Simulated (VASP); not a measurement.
# A VASP study of AgCl (Chlorargyrite) (SCAN): structure first, properties next, part 5 of 5

What structure does AgCl (Chlorargyrite) take at this level, and what are its properties? The start is a cell from a database of measured crystal structures.

VASP 6.6.1; SCAN; plane waves and PAW (Ag, Cl).

So far. Step 13 (Volume scan with SCAN, volume scale 1.06): The pressure falls from -1.99 to -2.79 GPa. The parabola predicted -2.74 GPa, +0.05 GPa off. Step 15 (Fit for SCAN): The fitted volume lies +0.74 % from the relaxed one. At a finite cutoff and mesh the minimum of the energy and the zero of the stress don't quite coincide, and the relaxation stops at a threshold. The relaxed cell has a = 5.516 Å (conventional setting).

The database entry behind the starting cell differs from later determinations by our own check (an axis about 1.4 % short against later determinations), so it need not match the best structure at ambient conditions.

## (16) Response to an electric field (SCAN)

This step: SCAN; plane waves and PAW (Ag, Cl) (VASP 6.6.1).

The response to a static field gives the electronic dielectric tensor and the Born charges. It needs tightly converged orbitals, hence the small EDIFF.

INCAR reads:

```
SYSTEM = AgCl
PREC = Accurate
ENCUT = 400
EDIFF = 1E-07
NELM = 100
ISMEAR = 0
SIGMA = 0.01
LREAL = .FALSE.
ALGO = Normal
METAGGA = SCAN
LASPH = .TRUE.
NBANDS = 15
LORBIT = 11
LWAVE = .FALSE.
LCHARG = .FALSE.
LCALCEPS = .TRUE.
LPEAD = .TRUE.
```

POSCAR reads:

```
AgCl
1.0
    0.0000000000      2.7578173435      2.7578173435
    2.7578173435      0.0000000000      2.7578173435
    2.7578173435      2.7578173435      0.0000000000
Ag Cl
1 1
Direct
    0.0000000000      0.0000000000      0.0000000000
    0.5000000000      0.5000000000      0.5000000000
```

KPOINTS reads:

```
Automatic mesh
0
Gamma
6 6 6
0 0 0
```

PAW data sets: Ag and Cl (PBE family, release 64).

Run with:

```
> mpirun -np 2 vasp_std
```

What it wrote:

```text
[banner, memory and clock lines left out]
running    2 mpi-ranks, on    1 nodes
 distrk:  each k-point on    2 cores,    1 groups
 distr:  one band on    1 cores,    2 groups

 POSCAR found type information on POSCAR AgCl
 POSCAR found :  2 types and       2 ions
 [... a notice as in an earlier step ...]

 LDA part: xc-table for (None), standard interpolation
 [... a notice as in an earlier step ...]

 POSCAR, INCAR and KPOINTS ok, starting setup
 FFT: planning ... GRIDC
 FFT: planning ... GRID_SOFT
 FFT: planning ... GRID
 WAVECAR not read
 entering main loop
       N       E                     dE             d eps       ncg     rms          rms(c)
DAV:   1     0.462230939064E+02    0.46223E+02   -0.74809E+03   536   0.826E+02
DAV:   2    -0.429126265424E+02   -0.89136E+02   -0.82482E+02   640   0.205E+02
DAV:   3    -0.457689116154E+02   -0.28563E+01   -0.28502E+01   680   0.387E+01
DAV:   4    -0.457872131516E+02   -0.18302E-01   -0.18301E-01   600   0.335E+00
DAV:   5    -0.457874404616E+02   -0.22731E-03   -0.22731E-03   656   0.362E-01    0.717E+00
DAV:   6    -0.405167829892E+02    0.52707E+01   -0.51324E+00   512   0.235E+01    0.642E+00
DAV:   7    -0.404456347793E+02    0.71148E-01   -0.22454E-01   600   0.482E+00    0.395E+00
DAV:   8    -0.404298650441E+02    0.15770E-01   -0.14012E-01   552   0.446E+00    0.870E-01
DAV:   9    -0.404308666927E+02   -0.10016E-02   -0.69415E-03   640   0.730E-01    0.469E-01
DAV:  10    -0.404290529319E+02    0.18138E-02   -0.18025E-03   592   0.491E-01    0.215E-01
DAV:  11    -0.404279341320E+02    0.11188E-02   -0.17409E-03   576   0.404E-01    0.716E-02
DAV:  12    -0.404280056116E+02   -0.71480E-04   -0.39764E-05   624   0.693E-02    0.467E-02
DAV:  13    -0.404281530259E+02   -0.14741E-03   -0.10860E-04   560   0.134E-01    0.214E-02
DAV:  14    -0.404281169982E+02    0.36028E-04   -0.99804E-06   592   0.463E-02    0.467E-03
DAV:  15    -0.404281170922E+02   -0.94004E-07   -0.62837E-07   656   0.757E-03
|                                                                             |
|           W    W    AA    RRRRR   N    N  II  N    N   GGGG   !!!           |
|           W    W   A  A   R    R  NN   N  II  NN   N  G    G  !!!           |
|           W    W  A    A  R    R  N N  N  II  N N  N  G       !!!           |
|           W WW W  AAAAAA  RRRRR   N  N N  II  N  N N  G  GGG   !            |
|           WW  WW  A    A  R   R   N   NN  II  N   NN  G    G                |
|           W    W  A    A  R    R  N    N  II  N    N   GGGG   !!!           |
|                                                                             |
|     One or more components of EFIELD_PEAD are too large for comfort. In     |
|     all probability, you are too near to the onset of Zener tunneling.      |
|                                                                             |
|          e |E dot A_1| =  0.00000 > 1/10, E_g/N_1 =  0.02222                |
|          e |E dot A_2| =  0.02758 > 1/10, E_g/N_2 =  0.02222                |
|          e |E dot A_3| =  0.02758 > 1/10, E_g/N_3 =  0.02222                |
|                                                                             |
|     Possible SOLUTIONS:                                                     |
|      ) Choose a smaller electric field.                                     |
|      ) Use a less dense grid of k-points.                                   |
|                                                                             |

       N       E                     dE             d eps       ncg     rms          rms(c)
SDA:   1    -0.404281282616E+02   -0.40428E+02   -0.60402E-07  1088   0.151E-06   0.000E+00
DMP:   2    -0.404281309270E+02   -0.26654E-05   -0.85310E-07  1088   0.177E-06   0.947E-07
DMP:   3    -0.404281320770E+02   -0.11500E-05   -0.76371E-08  1088   0.102E-07   0.233E-07
DMP:   4    -0.404281319376E+02    0.13946E-06   -0.54677E-08  1088   0.194E-07  -0.151E-07
DMP:   5    -0.404281312056E+02    0.73200E-06   -0.16064E-08  1088   0.361E-08   0.107E-08
DMP:   6    -0.404281310022E+02    0.20335E-06   -0.69673E-09  1088   0.249E-08  -0.195E-08
DMP:   7    -0.404281312547E+02   -0.25250E-06   -0.53302E-09  1088   0.108E-08   0.656E-09
DMP:   8    -0.404281314347E+02   -0.18003E-06   -0.10537E-09  1088   0.213E-09   0.133E-09
DMP:   9    -0.404281313908E+02    0.43927E-07   -0.54107E-10  1088   0.138E-09  -0.759E-11
 final diagonalization occupied
 p_tot=( -0.193E+02 -0.193E+02 -0.193E+02 )
       N       E                     dE             d eps       ncg     rms          rms(c)
 p_tot=( -0.193E+02 -0.193E+02 -0.193E+02 )
dp_tot=(  0.000E+00  0.000E+00  0.000E+00 )  diag[e(oo)]=(  1.00000    ---      ---   )
SDA:   1    -0.404281313910E+02    0.43769E-07   -0.31211E-04  1088   0.780E-04   0.000E+00
 p_tot=( -0.193E+02 -0.193E+02 -0.193E+02 )
dp_tot=(  0.312E-02  0.855E-06  0.855E-06 )  diag[e(oo)]=(  2.34633    ---      ---   )
DMP:   2    -0.404281552684E+02   -0.23877E-04   -0.18918E-04  1088   0.253E-04   0.422E-04
 p_tot=( -0.193E+02 -0.193E+02 -0.193E+02 )
dp_tot=(  0.643E-02  0.178E-05  0.178E-05 )  diag[e(oo)]=(  3.77468    ---      ---   )
DMP:   3    -0.404281669616E+02   -0.11693E-04   -0.50823E-05  1088   0.694E-05   0.111E-04
 p_tot=( -0.193E+02 -0.193E+02 -0.193E+02 )
dp_tot=(  0.842E-02  0.238E-05  0.238E-05 )  diag[e(oo)]=(  4.63331    ---      ---   )
DMP:   4    -0.404281695083E+02   -0.25468E-05   -0.25400E-05  1088   0.632E-05   0.515E-07
 p_tot=( -0.193E+02 -0.193E+02 -0.193E+02 )
dp_tot=(  0.902E-02  0.261E-05  0.261E-05 )  diag[e(oo)]=(  4.89205    ---      ---   )
DMP:   5    -0.404281710853E+02   -0.15770E-05   -0.18072E-05  1088   0.360E-05   0.177E-05
 p_tot=( -0.193E+02 -0.193E+02 -0.193E+02 )
dp_tot=(  0.886E-02  0.262E-05  0.262E-05 )  diag[e(oo)]=(  4.82168    ---      ---   )
DMP:   6    -0.404281721488E+02   -0.10635E-05   -0.70352E-06  1088   0.125E-05   0.978E-06
 p_tot=( -0.193E+02 -0.193E+02 -0.193E+02 )
dp_tot=(  0.855E-02  0.256E-05  0.256E-05 )  diag[e(oo)]=(  4.68650    ---      ---   )
DMP:   7    -0.404281724839E+02   -0.33508E-06   -0.25885E-06  1088   0.682E-06  -0.667E-07
 p_tot=( -0.193E+02 -0.193E+02 -0.193E+02 )
dp_tot=(  0.837E-02  0.250E-05  0.250E-05 )  diag[e(oo)]=(  4.61189    ---      ---   )
DMP:   8    -0.404281726044E+02   -0.12055E-06   -0.16805E-06  1088   0.442E-06  -0.429E-07
 p_tot=( -0.193E+02 -0.193E+02 -0.193E+02 )
dp_tot=(  0.835E-02  0.248E-05  0.248E-05 )  diag[e(oo)]=(  4.60328    ---      ---   )
DMP:   9    -0.404281726823E+02   -0.77854E-07   -0.95671E-07  1088   0.218E-06   0.415E-07
 final diagonalization full
 p_tot=( -0.193E+02 -0.193E+02 -0.193E+02 )
[...]
|           W    W   A  A   R    R  NN   N  II  NN   N  G    G  !!!           |
|           W    W  A    A  R    R  N N  N  II  N N  N  G       !!!           |
|           W WW W  AAAAAA  RRRRR   N  N N  II  N  N N  G  GGG   !            |
|           WW  WW  A    A  R   R   N   NN  II  N   NN  G    G                |
|           W    W  A    A  R    R  N    N  II  N    N   GGGG   !!!           |
|                                                                             |
|     One or more components of EFIELD_PEAD are too large for comfort. In     |
|     all probability, you are too near to the onset of Zener tunneling.      |
|                                                                             |
|          e |E dot A_1| =  0.02758 > 1/10, E_g/N_1 =  0.02222                |
|          e |E dot A_2| =  0.00000 > 1/10, E_g/N_2 =  0.02222                |
|          e |E dot A_3| =  0.02758 > 1/10, E_g/N_3 =  0.02222                |
|                                                                             |
|     Possible SOLUTIONS:                                                     |
|      ) Choose a smaller electric field.                                     |
|      ) Use a less dense grid of k-points.                                   |
|                                                                             |

       N       E                     dE             d eps       ncg     rms          rms(c)
SDA:   1    -0.404281311889E+02    0.41416E-04   -0.70366E-07  1088   0.176E-06   0.000E+00
DMP:   2    -0.404281312809E+02   -0.92000E-07   -0.34317E-07  1088   0.572E-07   0.748E-07
 final diagonalization occupied
 p_tot=( -0.193E+02 -0.193E+02 -0.193E+02 )
       N       E                     dE             d eps       ncg     rms          rms(c)
 p_tot=( -0.193E+02 -0.193E+02 -0.193E+02 )
dp_tot=(  0.000E+00  0.000E+00  0.000E+00 )  diag[e(oo)]=(    ---    1.00000    ---   )
SDA:   1    -0.404281313025E+02   -0.11359E-06   -0.31218E-04  1088   0.780E-04   0.000E+00
 p_tot=( -0.193E+02 -0.193E+02 -0.193E+02 )
dp_tot=(  0.187E-05  0.312E-02  0.167E-05 )  diag[e(oo)]=(    ---    2.34636    ---   )
DMP:   2    -0.404281552670E+02   -0.23965E-04   -0.18922E-04  1088   0.254E-04   0.423E-04
 p_tot=( -0.193E+02 -0.193E+02 -0.193E+02 )
dp_tot=(  0.385E-05  0.643E-02  0.355E-05 )  diag[e(oo)]=(    ---    3.77475    ---   )
DMP:   3    -0.404281669605E+02   -0.11694E-04   -0.50829E-05  1088   0.694E-05   0.111E-04
 p_tot=( -0.193E+02 -0.193E+02 -0.193E+02 )
dp_tot=(  0.454E-05  0.842E-02  0.432E-05 )  diag[e(oo)]=(    ---    4.63339    ---   )
DMP:   4    -0.404281695058E+02   -0.25453E-05   -0.25402E-05  1088   0.632E-05   0.504E-07
 p_tot=( -0.193E+02 -0.193E+02 -0.193E+02 )
dp_tot=(  0.405E-05  0.902E-02  0.409E-05 )  diag[e(oo)]=(    ---    4.89213    ---   )
DMP:   5    -0.404281710839E+02   -0.15781E-05   -0.18073E-05  1088   0.360E-05   0.177E-05
 p_tot=( -0.193E+02 -0.193E+02 -0.193E+02 )
dp_tot=(  0.321E-05  0.886E-02  0.354E-05 )  diag[e(oo)]=(    ---    4.82175    ---   )
DMP:   6    -0.404281721486E+02   -0.10647E-05   -0.70363E-06  1088   0.125E-05   0.978E-06
 p_tot=( -0.193E+02 -0.193E+02 -0.193E+02 )
dp_tot=(  0.265E-05  0.855E-02  0.318E-05 )  diag[e(oo)]=(    ---    4.68657    ---   )
DMP:   7    -0.404281724832E+02   -0.33459E-06   -0.25894E-06  1088   0.682E-06  -0.667E-07
 p_tot=( -0.193E+02 -0.193E+02 -0.193E+02 )
dp_tot=(  0.251E-05  0.837E-02  0.313E-05 )  diag[e(oo)]=(    ---    4.61196    ---   )
DMP:   8    -0.404281726030E+02   -0.11982E-06   -0.16810E-06  1088   0.442E-06  -0.428E-07
 p_tot=( -0.193E+02 -0.193E+02 -0.193E+02 )
dp_tot=(  0.265E-05  0.835E-02  0.326E-05 )  diag[e(oo)]=(    ---    4.60334    ---   )
DMP:   9    -0.404281726819E+02   -0.78863E-07   -0.95693E-07  1088   0.218E-06   0.415E-07
 final diagonalization full
 p_tot=( -0.193E+02 -0.193E+02 -0.193E+02 )
dp_tot=(  0.285E-05  0.839E-02  0.340E-05 )  diag[e(oo)]=(    ---    4.61991    ---   )
|                                                                             |
|           W    W    AA    RRRRR   N    N  II  N    N   GGGG   !!!           |
|           W    W   A  A   R    R  NN   N  II  NN   N  G    G  !!!           |
|           W    W  A    A  R    R  N N  N  II  N N  N  G       !!!           |
|           W WW W  AAAAAA  RRRRR   N  N N  II  N  N N  G  GGG   !            |
|           WW  WW  A    A  R   R   N   NN  II  N   NN  G    G                |
|           W    W  A    A  R    R  N    N  II  N    N   GGGG   !!!           |
|                                                                             |
|     One or more components of EFIELD_PEAD are too large for comfort. In     |
|     all probability, you are too near to the onset of Zener tunneling.      |
|                                                                             |
|          e |E dot A_1| =  0.02758 > 1/10, E_g/N_1 =  0.02222                |
|          e |E dot A_2| =  0.02758 > 1/10, E_g/N_2 =  0.02222                |
|          e |E dot A_3| =  0.00000 > 1/10, E_g/N_3 =  0.02222                |
|                                                                             |
|     Possible SOLUTIONS:                                                     |
|      ) Choose a smaller electric field.                                     |
|      ) Use a less dense grid of k-points.                                   |
|                                                                             |

       N       E                     dE             d eps       ncg     rms          rms(c)
SDA:   1    -0.404281311969E+02    0.41406E-04   -0.70122E-07  1088   0.175E-06   0.000E+00
DMP:   2    -0.404281312653E+02   -0.68462E-07   -0.35130E-07  1088   0.588E-07   0.759E-07
 final diagonalization occupied
 p_tot=( -0.193E+02 -0.193E+02 -0.193E+02 )
       N       E                     dE             d eps       ncg     rms          rms(c)
 p_tot=( -0.193E+02 -0.193E+02 -0.193E+02 )
dp_tot=(  0.000E+00  0.000E+00  0.000E+00 )  diag[e(oo)]=(    ---      ---    1.00000 )
SDA:   1    -0.404281312965E+02   -0.99642E-07   -0.31211E-04  1088   0.780E-04   0.000E+00
 p_tot=( -0.193E+02 -0.193E+02 -0.193E+02 )
dp_tot=(  0.149E-05  0.169E-05  0.312E-02 )  diag[e(oo)]=(    ---      ---    2.34621 )
DMP:   2    -0.404281552633E+02   -0.23967E-04   -0.18917E-04  1088   0.253E-04   0.422E-04
 p_tot=( -0.193E+02 -0.193E+02 -0.193E+02 )
dp_tot=(  0.310E-05  0.343E-05  0.643E-02 )  diag[e(oo)]=(    ---      ---    3.77442 )
DMP:   3    -0.404281669602E+02   -0.11697E-04   -0.50815E-05  1088   0.694E-05   0.111E-04
 p_tot=( -0.193E+02 -0.193E+02 -0.193E+02 )
dp_tot=(  0.366E-05  0.392E-05  0.842E-02 )  diag[e(oo)]=(    ---      ---    4.63296 )
DMP:   4    -0.404281695055E+02   -0.25453E-05   -0.25396E-05  1088   0.632E-05   0.498E-07
 p_tot=( -0.193E+02 -0.193E+02 -0.193E+02 )
dp_tot=(  0.332E-05  0.333E-05  0.902E-02 )  diag[e(oo)]=(    ---      ---    4.89166 )
DMP:   5    -0.404281710816E+02   -0.15761E-05   -0.18071E-05  1088   0.360E-05   0.177E-05
 p_tot=( -0.193E+02 -0.193E+02 -0.193E+02 )
dp_tot=(  0.275E-05  0.247E-05  0.886E-02 )  diag[e(oo)]=(    ---      ---    4.82129 )
DMP:   6    -0.404281721466E+02   -0.10650E-05   -0.70353E-06  1088   0.125E-05   0.978E-06
 p_tot=( -0.193E+02 -0.193E+02 -0.193E+02 )
dp_tot=(  0.240E-05  0.191E-05  0.855E-02 )  diag[e(oo)]=(    ---      ---    4.68611 )
DMP:   7    -0.404281724827E+02   -0.33601E-06   -0.25887E-06  1088   0.682E-06  -0.667E-07
 p_tot=( -0.193E+02 -0.193E+02 -0.193E+02 )
dp_tot=(  0.237E-05  0.179E-05  0.837E-02 )  diag[e(oo)]=(    ---      ---    4.61151 )
DMP:   8    -0.404281726029E+02   -0.12026E-06   -0.16805E-06  1088   0.442E-06  -0.428E-07
 p_tot=( -0.193E+02 -0.193E+02 -0.193E+02 )
dp_tot=(  0.251E-05  0.194E-05  0.835E-02 )  diag[e(oo)]=(    ---      ---    4.60290 )
DMP:   9    -0.404281726812E+02   -0.78315E-07   -0.95652E-07  1088   0.218E-06   0.414E-07
 final diagonalization full
 p_tot=( -0.193E+02 -0.193E+02 -0.193E+02 )
dp_tot=(  0.266E-05  0.215E-05  0.839E-02 )  diag[e(oo)]=(    ---      ---    4.61947 )
   1 F= -.40428173E+02 E0= -.40428173E+02  d E =-.389072E-15
```

Wall time 5.8 min (2 MPI ranks of Intel Xeon 6975P-C (Granite Rapids), shared host); peak memory 0.4 GiB.

From OUTCAR (step 16):

```text
   k-points           NKPTS =     16   k-points in BZ     NKDIM =     16   number of bands    NBANDS=     16

   NELECT =      18.0000    total number of electrons

            Ionic dipole moment: p[ion]=(   -19.30472   -19.30472   -19.30472 ) |e| Angst

 Total electronic dipole moment: p[elc]=(     0.00000     0.00000     0.00839 ) |e| Angst

 MACROSCOPIC STATIC DIELECTRIC TENSOR (including local field effects)
 ------------------------------------------------------
           4.619742     0.000000    -0.000000
           0.000000     4.619742    -0.000000
           0.000000     0.000000     4.619742
 ------------------------------------------------------

 PIEZOELECTRIC TENSOR (including local field effects) (C/m^2)
          XX          YY          ZZ          XY          YZ          ZX
  --------------------------------------------------------------------------------
  x     0.00000     0.00000     0.00000     0.00000     0.00000     0.00000
  y     0.00000     0.00000     0.00000     0.00000     0.00000     0.00000
  z     0.00000     0.00000     0.00000     0.00000     0.00000     0.00000

 BORN EFFECTIVE CHARGES (including local field effects) (in |e|, cummulative output)
 ---------------------------------------------------------------------------------
 ion    1
    1     1.53394     0.00000     0.00000
    2     0.00000     1.53394    -0.00000
    3     0.00000     0.00000     1.53394
 ion    2
    1    -1.53394     0.00000     0.00000
    2    -0.00000    -1.53394     0.00000
    3    -0.00000    -0.00000    -1.53394

  Total       -0.0024994     -0.0024994     -0.0024994     -0.0000000     -0.0000000      0.0000000
  in kB       -0.0954580     -0.0954580     -0.0954580     -0.0000000     -0.0000000      0.0000000
  external PRESSURE =      -0.0954580 kB  Pullay stress =       0.0000000 kB

 POSITION                                       TOTAL-FORCE (eV/Angst)
 -----------------------------------------------------------------------------------
      0.00000      0.00000      0.00000         0.000000      0.000000      0.000000
      2.75782      2.75782      2.75782         0.000000      0.000000     -0.000000
 -----------------------------------------------------------------------------------
    total drift:                                0.000000      0.000000      0.000000

[... 6 parts as in an earlier step ...]

[... 4 further parts left out ...]
```

Energies printed during the response cycles are not total energies of the cell. The log warns that the applied field is near the limit of Zener tunnelling for this mesh, so the response is less certain.

Numbers from this step:

* bands: 16
* irreducible k-points: 16

Electronic dielectric tensor with local fields:

```
4.62 0.00 0.00
0.00 4.62 0.00
0.00 0.00 4.62
```

Born effective charge (e), principal values of the symmetric part by kind of site:

```
atom  atoms with these values    low  middle   high   mean
 Ag1                        1   1.53    1.53   1.53   1.53
 Cl2                        1  -1.53   -1.53  -1.53  -1.53
```

In full for Cl2:

```
-1.53  0.00  0.00
 0.00 -1.53  0.00
 0.00  0.00 -1.53
```

The Born charges sum to zero; the printed set may have that rule imposed, so this is no test. The mean Born charge of Cl, -1.53 e, exceeds its nominal -1, the mark of charge that flows along bonds as atoms move.

## (17) Outcome

```
relaxed volume                                             : 20.97 Å³/atom
relaxed conventional cell a, b, c                          : 5.516, 5.516, 5.516 Å
space group after relaxing, within 0.02 Å                  : Fm-3m (No. 225)
band gap                                                   : 1.33 eV, indirect (least direct gap of that run 3.50 eV)
gap among the points of the DOS mesh alone, an upper bound : 1.33 eV
bulk modulus from the fit                                  : 53.4 GPa
volume from the fit                                        : 21.1 Å³/atom
electronic dielectric constant, mean                       : 4.62
```

**Reading.** With SCAN, AgCl (Chlorargyrite) relaxes to 20.97 Å³/atom in space group Fm-3m (held by the symmetry of the run), has an indirect gap of 1.33 eV and has a bulk modulus of 53.4 GPa. Against the listed cell the volume lies +2.5 %. Band structure (SCAN): The path shows an indirect gap of 1.33 eV (valence top at L, conduction bottom at Γ). The least direct gap is 3.50 eV. Response to an electric field (SCAN): The electronic dielectric tensor with local fields is isotropic, 4.62. Response to an electric field (SCAN): Mean Born effective charge: Ag1 1.53, Cl2 -1.53 e. Semilocal functionals usually underestimate gaps. Spin-orbit coupling is left out; it would split some degenerate bands. No search among competing phases was made, and a listed structure need not be the one stable at ambient conditions. All values are for a static lattice at zero temperature.

[Lines on the potential files, build, host, timing and source positions are cut from VASP's logs without a mark.]

[Logs are printed without paths, hosts, clocks, repeated set-up lines and the standing remarks that a program may print on its own settings, such as how far it seeks lower states.]

[Hosts, paths, dates, database ids (printed as entryN), source tags and the programs' standing remarks are cut or masked in the printed files.]

[A measured line is paired with the nearest computed mode of its activity, which favours agreement.]
